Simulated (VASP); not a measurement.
Runs of VASP 6.6.1 on KMgF3. All rows change the cell; the cell of one of them follows. The structure is orthorhombic, space group Cmmm (No. 65). Conventional cell: a = 5.623 Å, b = 5.651 Å, c = 3.986 Å, α = 90.00°, β = 90.00°, γ = 90.00°. Around K (site symmetry mmm) lie 12 F at 2.81 to 2.83 Å. Mg (site symmetry mmm) is surrounded by 6 F at 1.99 Å. F (site symmetry 2/m) is surrounded by 2 Mg at 1.99 Å. F (site symmetry mmm) has 2 Mg at 1.99 Å as nearest neighbours. 

| cell | gap on the mesh (eV) | pressure (GPa) |
| --- | --- | --- |
| strain +0.0050 x Voigt [0, 0, 0, 0, 0, 1], atoms carried along | 6.95 | -5.2 |
| strain +0.0150 x Voigt [0, 0, 0, 0, 0, 1], atoms carried along | 6.95 | -5.2 |
| strain -0.0100 x Voigt [0, 0, 0, 0, 0, 1], atoms carried along | 6.95 | -5.3 |
| strain +0.0025 x Voigt [0, 0, 0, 0, 0, 1], atoms carried along | (a) | -5.2 |

Alike in all rows: task single point; level LDA; potentials or basis VASP PAW LDA potentials, release 64 (K_sv, Mg, F); no spin polarisation; k mesh 6 × 6 × 6; cutoff (eV) 520; smearing gaussian 0.05 eV.

**Question.** Fill in the values left out.

**Answer.** (a) 6.96.

A k mesh can miss the band edges.
